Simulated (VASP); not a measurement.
# Al3BiO3 (P6_3/m) in VASP: a series of runs

Runs on Al3BiO3. Level: PBE. Tasks: band structure.

Program: VASP 6.6.1. These are calculated values, not measurements. Logs are shortened: lines on timing, memory, paths and dates and some standing lists are left out, and cuts for length are marked.

## 1. The crystal as given

Symmetry: P6_3/m, No. 176, hexagonal system. Conventional cell: a = 9.910 Å, b = 9.910 Å, c = 3.071 Å, α = 90.00°, β = 90.00°, γ = 120.00°. Al (site symmetry m) is surrounded by 3 O at 1.84 Å. Around Bi (site symmetry -6) lie 3 Al at 2.88 Å and 2 Bi at 3.07 Å. Around O (site symmetry m) lie 3 Al at 1.84 Å.

The cell was built by a generator and needn't be a form met in nature.

## 2. Band structure, PBE

INCAR

```
SYSTEM = Al3BiO3
PREC     = Accurate       ! precision mode
ENCUT    = 520            ! plane-wave cutoff, eV
EDIFF    = 1E-6           ! SCF threshold, eV
ISMEAR   = 0              ! smearing method
SIGMA    = 0.1            ! smearing width, eV
LREAL    = .FALSE.        ! projectors in reciprocal space
LASPH    = .TRUE.         ! aspherical terms in the spheres
NELM     = 100            ! most SCF steps
ALGO     = Fast           ! electronic algorithm
ISIF     = 2              ! what is computed and relaxed
LWAVE    = .FALSE.        ! write WAVECAR
LCHARG   = .FALSE.        ! write CHGCAR
GGA      = PE             ! functional
NBANDS   = 55             ! bands
KPAR     = 4
```

KPOINTS

```
Automatic mesh
0
G
  4 4 10
  0 0 0
```

POSCAR

```
Al3BiO3
1.0
    9.9101600000      0.0000000000      0.0000000000
   -4.9550800000      8.5824500000      0.0000000000
    0.0000000000      0.0000000000      3.0712600000
Al Bi O
6 2 6
Direct
    0.6685840000      0.8535020000      0.2500000000
    0.8535020000      0.1849180000      0.7500000000
    0.1849180000      0.3314160000      0.2500000000
    0.3314160000      0.1464980000      0.7500000000
    0.8150820000      0.6685840000      0.7500000000
    0.1464980000      0.8150820000      0.2500000000
    0.6666670000      0.3333330000      0.7500000000
    0.3333330000      0.6666670000      0.2500000000
    0.7406920000      0.9710450000      0.7500000000
    0.9710450000      0.2303530000      0.2500000000
    0.2303530000      0.2593080000      0.7500000000
    0.2593080000      0.0289550000      0.2500000000
    0.7696470000      0.7406920000      0.2500000000
    0.0289550000      0.7696470000      0.7500000000
```

KPOINTS_OPT

```
path GMKGALHA,LM,KH
20
line-mode
reciprocal
 0.0000000000  0.0000000000  0.0000000000  G
 0.5000000000  0.0000000000  0.0000000000  M

 0.5000000000  0.0000000000  0.0000000000  M
 0.3333333333  0.3333333333  0.0000000000  K

 0.3333333333  0.3333333333  0.0000000000  K
 0.0000000000  0.0000000000  0.0000000000  G

 0.0000000000  0.0000000000  0.0000000000  G
 0.0000000000  0.0000000000  0.5000000000  A

 0.0000000000  0.0000000000  0.5000000000  A
 0.5000000000  0.0000000000  0.5000000000  L

 0.5000000000  0.0000000000  0.5000000000  L
 0.3333333333  0.3333333333  0.5000000000  H

 0.3333333333  0.3333333333  0.5000000000  H
 0.0000000000  0.0000000000  0.5000000000  A

 0.5000000000  0.0000000000  0.5000000000  L
 0.5000000000  0.0000000000  0.0000000000  M

 0.3333333333  0.3333333333  0.0000000000  K
 0.3333333333  0.3333333333  0.5000000000  H
```

Potentials or basis: VASP PAW PBE potentials, release 64 (Al, Bi_d, O).

Launch:

```console
$ cat potpaw_PBE.64/Al/POTCAR potpaw_PBE.64/Bi_d/POTCAR potpaw_PBE.64/O/POTCAR > POTCAR
$ mpirun -np 4 vasp_std > vasp.out
```

OUTCAR:

```text
SYSTEM = Al3BiO3
   PREC = Accurate
   ENCUT = 520
   EDIFF = 1E-6
   ISMEAR = 0
   LREAL = .FALSE.
   LASPH = .TRUE.
   NELM = 100
   ISIF = 2
   GGA = PE

 ion  position               nearest neighbor table
   1  0.669  0.854  0.250-  13 1.84   9 1.84   9 1.84   8 2.88   2 3.24   2 3.24   5 3.24   5 3.24

   2  0.854  0.185  0.750-   9 1.84  10 1.84  10 1.84   7 2.88   1 3.24   1 3.24   3 3.24   3 3.24

   3  0.185  0.331  0.250-  10 1.84  11 1.84  11 1.84   8 2.88   4 3.24   4 3.24   2 3.24   2 3.24

   4  0.331  0.146  0.750-  11 1.84  12 1.84  12 1.84   7 2.88   6 3.24   6 3.24   3 3.24   3 3.24

   5  0.815  0.669  0.750-  14 1.84  13 1.84  13 1.84   7 2.88   1 3.24   1 3.24   6 3.24   6 3.24

   6  0.146  0.815  0.250-  12 1.84  14 1.84  14 1.84   8 2.88   4 3.24   4 3.24   5 3.24   5 3.24

   7  0.667  0.333  0.750-   2 2.88   4 2.88   5 2.88
   8  0.333  0.667  0.250-   6 2.88   1 2.88   3 2.88
   9  0.741  0.971  0.750-   2 1.84   1 1.84   1 1.84
  10  0.971  0.230  0.250-   3 1.84   2 1.84   2 1.84
  11  0.230  0.259  0.750-   4 1.84   3 1.84   3 1.84
  12  0.259  0.029  0.250-   6 1.84   4 1.84   4 1.84
  13  0.770  0.741  0.250-   1 1.84   5 1.84   5 1.84
  14  0.029  0.770  0.750-   5 1.84   6 1.84   6 1.84

  LATTYP: Found a hexagonal cell.
 ALAT       =     9.9101600000
 C/A-ratio  =     0.3099102335

  Lattice vectors:

 A1 = (   9.9101600000,   0.0000000000,   0.0000000000)
 A2 = (  -4.9550800000,   8.5824500000,   0.0000000000)
 A3 = (   0.0000000000,   0.0000000000,   3.0712600000)

Analysis of symmetry for initial positions (statically):
=====================================================================
 Subroutine PRICEL returns:
 Original cell was already a primitive cell.

 Routine SETGRP: Setting up the symmetry group for a
 hexagonal supercell.

 Subroutine GETGRP returns: Found 12 space group operations
 (whereof  6 operations were pure point group operations)
 out of a pool of 24 trial point group operations.

The static configuration has the point symmetry S_6 .
 The point group associated with its full space group is C_6h.

Analysis of symmetry for dynamics (positions and initial velocities):
=====================================================================
 Subroutine PRICEL returns:
 Original cell was already a primitive cell.

 Routine SETGRP: Setting up the symmetry group for a
 hexagonal supercell.

 Subroutine GETGRP returns: Found 12 space group operations
 (whereof  6 operations were pure point group operations)
 out of a pool of 24 trial point group operations.

The dynamic configuration has the point symmetry S_6 .
 The point group associated with its full space group is C_6h.

 Subroutine INISYM returns: Found 12 space group operations
 (whereof  6 operations are pure point group operations),
 and found     1 'primitive' translations

----------------------------------------------------------------------------------------

                                     Primitive cell

  volume of cell :     261.2213

  direct lattice vectors                    reciprocal lattice vectors
     9.910160000  0.000000000  0.000000000     0.100906544  0.058258423  0.000000000
    -4.955080000  8.582450000  0.000000000     0.000000000  0.116516845  0.000000000
     0.000000000  0.000000000  3.071260000     0.000000000  0.000000000  0.325599265

  length of vectors
     9.910160000  9.910159727  3.071260000     0.116516842  0.116516845  0.325599265

  position of ions in fractional coordinates (direct lattice)
     0.668584000  0.853502000  0.250000000
     0.853502000  0.184918000  0.750000000
     0.184918000  0.331416000  0.250000000
     0.331416000  0.146498000  0.750000000
     0.815082000  0.668584000  0.750000000
     0.146498000  0.815082000  0.250000000
     0.666667000  0.333333000  0.750000000
     0.333333000  0.666667000  0.250000000
     0.740692000  0.971045000  0.750000000
     0.971045000  0.230353000  0.250000000
     0.230353000  0.259308000  0.750000000
     0.259308000  0.028955000  0.250000000
     0.769647000  0.740692000  0.250000000
     0.028955000  0.769647000  0.750000000

  ion indices of the primitive-cell ions
   primitive index   ion index
                 1           1
                 2           2
                 3           3
                 4           4
                 5           5
                 6           6
                 7           7
                 8           8
                 9           9
                10          10
                11          11
                12          12
                13          13
                14          14

----------------------------------------------------------------------------------------

 KPOINTS: Automatic mesh

Automatic generation of k-mesh.
 Grid dimensions read from file:
 generate k-points for:    4    4   10

 Generating k-lattice:

  Cartesian coordinates                     Fractional coordinates (reciprocal lattice)
     0.025226636  0.014564606  0.000000000     0.250000000  0.000000000  0.000000000
     0.000000000  0.029129211  0.000000000     0.000000000  0.250000000  0.000000000
     0.000000000  0.000000000  0.032559927     0.000000000  0.000000000  0.100000000

  Length of vectors
     0.029129211  0.029129211  0.032559927

  Shift w.r.t. Gamma in fractional coordinates (k-lattice)
     0.000000000  0.000000000  0.000000000

 Subroutine IBZKPT returns following result:
 ===========================================

 Found     24 irreducible k-points:

 Following reciprocal coordinates:
            Coordinates               Weight
  0.000000  0.000000  0.000000      1.000000
  0.250000 -0.000000  0.000000      6.000000
  0.500000 -0.000000  0.000000      3.000000
  0.250000  0.250000  0.000000      6.000000
  0.000000  0.000000  0.100000      2.000000
  0.250000 -0.000000  0.100000     12.000000
[... 16 lines left out ...]
  0.500000 -0.000000  0.500000      3.000000
  0.250000  0.250000  0.500000      6.000000
   k-points           NKPTS =     24   k-points in BZ     NKDIM =     24   number of bands    NBANDS=     55
   number of dos      NEDOS =    301   number of ions     NIONS =     14
   total plane-waves  NPLWV = 153600
   dimension x,y,z NGX =    80 NGY =   80 NGZ =   24
   dimension x,y,z NGXF=   160 NGYF=  160 NGZF=   48
   ions per type =               6   2   6
   NGX,Y,Z   is equivalent  to a cutoff of  13.42, 13.42, 12.99 a.u.
   NGXF,Y,Z  is equivalent  to a cutoff of  26.84, 26.84, 25.98 a.u.
 SYSTEM =  Al3BiO3
   PREC   = accura    normal or accurate (medium, high low for compatibility)
   ISTART =      0    job   : 0-new  1-cont  2-samecut
   ICHARG =      2    charge: 1-file 2-atom 10-const
   ISPIN  =      1    spin polarized calculation?
   LNONCOLLINEAR =      F non collinear calculations
   LSORBIT =      F    spin-orbit coupling
   LASPH  =      T    aspherical Exc in radial PAW
   ENCUT  =  520.0 eV  38.22 Ry    6.18 a.u.  18.43 18.43  5.71*2*pi/ulx,y,z
   NELM   =    100;   NELMIN=  2; NELMDL= -5     # of ELM steps
   EDIFF  = 0.1E-05   stopping-criterion for ELM
   LREAL  =      F    real-space projection
   EDIFFG = 0.1E-04   stopping-criterion for IOM
   NSW    =      0    number of steps for IOM
   IBRION =     -1    ionic relax: 0-MD 1-quasi-New 2-CG
   NFREE  =      0    steps in history (QN), initial steepest desc. (CG)
   ISIF   =      2    stress and relaxation
   ISYM   =      2    0-nonsym 1-usesym 2-fastsym
   POTIM  = 0.5000    time-step for ionic-motion
   TEBEG  =    0.0;   TEEND  =   0.0 temperature during run
   PSTRESS=    0.0 pullay stress
   NELECT =      84.0000    total number of electrons
   NUPDOWN=      -1.0000    fix difference up-down
   EMIN   =  10.00;   EMAX   =-10.00  energy-range for DOS
   EFERMI =   0.00;   METHOD = LEGACY
   ISMEAR =     0;   SIGMA  =   0.10  broadening in eV -4-tet -1-fermi 0-gaus
   EFERMI_NEDOS =   21; number of points for ismear=-14 and -15
   IALGO  =     68    algorithm
   IMIX   =      4    mixing-type and parameters
     AMIX     =   0.40;   BMIX     =  1.00
     AMIX_MAG =   1.60;   BMIX_MAG =  1.00
  volume/ion in A,a.u.               =      18.66       125.91
  Fermi-wavevector in a.u.,A,eV,Ry     =   1.121584  2.119486 17.115453  1.257950
  Thomas-Fermi vector in A             =   2.258238
   LORBIT       =      0    0 simple, 1 ext, 2 COOP (PROOUT), +10 PAW based schemes
   GGA     = PE    functional components
   LHFCALC =     F    Hartree Fock is set to
   AEXX    =    0.0000 exact exchange contribution
   IVDW    =     0    specifies the selected vdW correction
   LEPSILON=     F    determine dielectric tensor
   LRPA    =     F    only Hartree local field effects (RPA)
 non-spin polarized calculation
 RMM-DIIS sequential band-by-band and
 Gauss-broadening in eV      SIGMA  =   0.10
  energy-cutoff  :      520.00
  volume of cell :      261.22
 maximum number of plane-waves:      7058
 NGX is ok and might be reduce to    80
   NGX = 37   NGY = 37   NGZ = 11

 number of electron      84.0000008 magnetization

 Free energy of the ion-electron system (eV)
  ---------------------------------------------------
  ext. energy  EPLUGINS =         0.00000000
  ---------------------------------------------------
  free energy    TOTEN  =       -86.62290556 eV

  energy without entropy =      -86.60422531  energy(sigma->0) =      -86.61356543

 E-fermi :   6.2453     XC(G=0):  -8.8842

 val. band max:        6.1901850541   @ k =   0.2500  -0.0000   0.0000
 cond. band min:       6.2506683707   @ k =   0.5000  -0.0000   0.3000
 fundamental gap:      0.0604833166
 Fermi energy:         6.2452580048

 k-point     1 :       0.0000    0.0000    0.0000
  band No.  band energies     occupation
      1     -17.6152      2.00000
      2     -17.6150      2.00000
      3     -17.2638      2.00000
      4     -17.2638      2.00000
      5     -17.2632      2.00000
      6     -17.2632      2.00000
[... 46 lines left out ...]
     53      10.5592      0.00000
     54      10.9821      0.00000
[... 1309 lines left out ...]
     53       9.5647      0.00000
     54       9.5728      0.00000
 [bands above 54 left out]

------------------------ aborting loop because EDIFF is reached ----------------------------------------

  FORCE on cell =-STRESS in cart. coord.  units (eV):
  Direction    XX          YY          ZZ          XY          YZ          ZX
  --------------------------------------------------------------------------------------
  -------------------------------------------------------------------------------------
  Total        0.1839720      0.1839719      0.0565875     -0.0000001      0.0000000      0.0000000
  in kB        1.1283756      1.1283755      0.3470743     -0.0000009      0.0000000      0.0000000
  external PRESSURE =       0.8679418 kB  Pullay stress =       0.0000000 kB

 VOLUME and BASIS-vectors are now :
 -----------------------------------------------------------------------------
  energy-cutoff  :      520.00
  volume of cell :      261.22
      direct lattice vectors                 reciprocal lattice vectors
     9.910160000  0.000000000  0.000000000     0.100906544  0.058258423  0.000000000
    -4.955080000  8.582450000  0.000000000     0.000000000  0.116516845  0.000000000
     0.000000000  0.000000000  3.071260000     0.000000000  0.000000000  0.325599265

 POSITION                                       TOTAL-FORCE (eV/Angst)
 -----------------------------------------------------------------------------------
      2.39660      7.32514      0.76782         0.001388     -0.004738      0.000000
      7.54206      1.58705      2.30344        -0.003409     -0.003571      0.000000
      0.19037      2.84436      0.76782        -0.004797      0.001167      0.000000
      2.55848      1.25731      2.30344        -0.001388      0.004738     -0.000000
      4.76471      5.73809      2.30344         0.004797     -0.001167      0.000000
     -2.58698      6.99540      0.76782         0.003409      0.003571      0.000000
      4.95508      2.86081      2.30344        -0.000000     -0.000000      0.000000
     -0.00000      5.72164      0.76782        -0.000000      0.000000      0.000000
      2.52877      8.33395      2.30344        -0.002372      0.001931      0.000000
      8.48179      1.97699      0.76782         0.000487      0.003019     -0.000000
      0.99794      2.22550      2.30344         0.002858      0.001088      0.000000
      2.42631      0.24850      0.76782         0.002372     -0.001931     -0.000000
      3.95714      6.35695      0.76782        -0.002858     -0.001088      0.000000
     -3.52671      6.60546      2.30344        -0.000487     -0.003019     -0.000000
 -----------------------------------------------------------------------------------
    total drift:                                0.001604     -0.000658      0.000000

  FREE ENERGIE OF THE ION-ELECTRON SYSTEM (eV)
  ---------------------------------------------------
  free  energy   TOTEN  =       -86.6229055571 eV

  energy  without entropy=      -86.6042253089  energy(sigma->0) =      -86.61356543
```

It took 13 min on 4 MPI ranks of Intel Xeon Platinum 8488C (Sapphire Rapids), shared host; peak memory 0.61 GiB.

What came out:

```
Free energy             : -86.6229 eV
Pressure                : 0.1 GPa
Largest force           : 0.005 eV/Å
Band gap along the path : none (metal or under the smearing width)
```

Forces on the atoms (eV/Å):
```
Al   0.001 -0.005  0.000
Al  -0.003 -0.004  0.000
Al  -0.005  0.001  0.000
Al  -0.001  0.005  0.000
Al   0.005 -0.001  0.000
Al   0.003  0.004  0.000
Bi   0.000  0.000  0.000
Bi   0.000  0.000  0.000
O   -0.002  0.002  0.000
O    0.000  0.003  0.000
O    0.003  0.001  0.000
O    0.002 -0.002  0.000
O   -0.003 -0.001  0.000
O    0.000 -0.003  0.000
```

Levels at the corners of the path, in eV from the Fermi level:
| point | band 39 | band 40 | band 41 | band 42 | band 43 | band 44 | band 45 | band 46 |
| --- | --- | --- | --- | --- | --- | --- | --- | --- |
| Γ | -4.07 | -4.07 | -2.20 | 0.23 | 0.23 | 0.27 | 0.54 | 0.54 |
| M | -4.29 | -4.17 | -1.04 | -0.50 | -0.07 | 0.21 | 1.38 | 1.39 |
| M | -4.29 | -4.17 | -1.04 | -0.50 | -0.07 | 0.21 | 1.38 | 1.39 |
| K | -4.33 | -4.31 | -0.64 | -0.64 | -0.39 | 0.71 | 0.71 | 1.59 |
| K | -4.33 | -4.31 | -0.64 | -0.64 | -0.39 | 0.71 | 0.71 | 1.59 |
| Γ | -4.07 | -4.07 | -2.20 | 0.23 | 0.23 | 0.27 | 0.54 | 0.54 |
| Γ | -4.07 | -4.07 | -2.20 | 0.23 | 0.23 | 0.27 | 0.54 | 0.54 |
| A | -2.76 | -2.76 | -2.76 | -2.76 | 0.91 | 0.91 | 0.91 | 0.91 |
| A | -2.76 | -2.76 | -2.76 | -2.76 | 0.91 | 0.91 | 0.91 | 0.91 |
| L | -2.73 | -2.73 | -2.61 | -2.61 | 0.89 | 0.89 | 1.17 | 1.17 |
| L | -2.73 | -2.73 | -2.61 | -2.61 | 0.89 | 0.89 | 1.17 | 1.17 |
| H | -2.71 | -2.71 | -2.61 | -2.61 | 0.84 | 0.84 | 1.37 | 1.37 |
| H | -2.71 | -2.71 | -2.61 | -2.61 | 0.84 | 0.84 | 1.37 | 1.37 |
| A | -2.76 | -2.76 | -2.76 | -2.76 | 0.91 | 0.91 | 0.91 | 0.91 |
| L | -2.73 | -2.73 | -2.61 | -2.61 | 0.89 | 0.89 | 1.17 | 1.17 |
| M | -4.29 | -4.17 | -1.04 | -0.50 | -0.07 | 0.21 | 1.38 | 1.39 |
| K | -4.33 | -4.31 | -0.64 | -0.64 | -0.39 | 0.71 | 0.71 | 1.59 |
| H | -2.71 | -2.71 | -2.61 | -2.61 | 0.84 | 0.84 | 1.37 | 1.37 |

Caveat: spin-orbit coupling is left out, which moves the levels of the heavy elements.

(Part 1 of 2 ends here.)
